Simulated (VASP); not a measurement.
A run of VASP 6.6.1 is set up as follows.

INCAR

```
SYSTEM = Ge
PREC     = Accurate       ! precision mode
ENCUT    = 520            ! plane-wave cutoff, eV
EDIFF    = 1E-7           ! SCF threshold, eV
ISMEAR   = 0              ! smearing method
SIGMA    = 0.02           ! smearing width, eV
LREAL    = .FALSE.        ! projectors in reciprocal space
LASPH    = .TRUE.         ! aspherical terms in the spheres
NELM     = 80             ! most SCF steps
ALGO     = Normal         ! electronic algorithm
ISIF     = 2              ! what is computed and relaxed
LWAVE    = .FALSE.        ! write WAVECAR
LCHARG   = .FALSE.        ! write CHGCAR
GGA      = PE             ! functional
NBANDS   = 11             ! bands
```

File KPOINTS:

```
Automatic mesh
0
G
  10 10 10
  0 0 0
```

The input POSCAR:

```
Ge                                      
1.0
    0.0000000000      2.9476454727      2.9476454727
    2.9476454727      0.0000000000      2.9476454727
    2.9476454727      2.9476454727      0.0000000000
  Ge            
     2
Direct
     0.0000000000000000    0.0000000000000000    0.0000000000000000
     0.2500000000000000    0.2500000000000000    0.2500000000000000
```

Potentials or basis: VASP PAW PBE potentials, release 64 (Ge).

Run with:

```sh
$ cat potpaw_PBE.64/Ge/POTCAR > POTCAR
$ mpirun -np 1 vasp_std > vasp.out
```

Problem. What does it give for the band gap on the k mesh?

Solution. None (metal or under the smearing width).

Problem. Predict the pressure.

Solution. -3.0 GPa.
